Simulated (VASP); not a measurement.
Input:

```
CELL_PARAMETERS angstrom
     -1.65257     1.65257     1.65257
      1.65257    -1.65257     1.65257
      1.65257     1.65257    -1.65257
ATOMIC_POSITIONS crystal
  Ta 0.00000 0.00000 0.00000
```

Method: r2SCAN meta-GGA, VASP's PBE PAW potentials (set 64) (plane waves; VASP 6.6.1). Settings: 480 eV cut-off, 14×14×14 Γ-centred mesh, first-order Methfessel-Paxton smearing of 0.10 eV, potentials Ta_pv.

Energy and stress use the plane-wave basis of the starting cell.

Task: The ions, cell shape and volume at an external pressure of 10.0 GPa are relaxed. Predict the relaxed structure.

Result: 
```
CELL_PARAMETERS angstrom
     -1.62967     1.62967     1.62967
      1.62967    -1.62967     1.62967
      1.62967     1.62967    -1.62967
ATOMIC_POSITIONS crystal
  Ta 0.00000 0.00000 0.00000
```
Space group Im-3m (229), at a tolerance of 0.03 Å.

Task: How do energy and volume change from the first to the last step?

Result: The energy (σ→0) changes by +22.6 meV/atom and the volume by -4.1 %, in 4 ionic steps.

The compound is Ta in the bcc structure. This run relaxes it under an external pressure of 10 GPa. Symmetry was kept, so distortions that lower it aren't found.
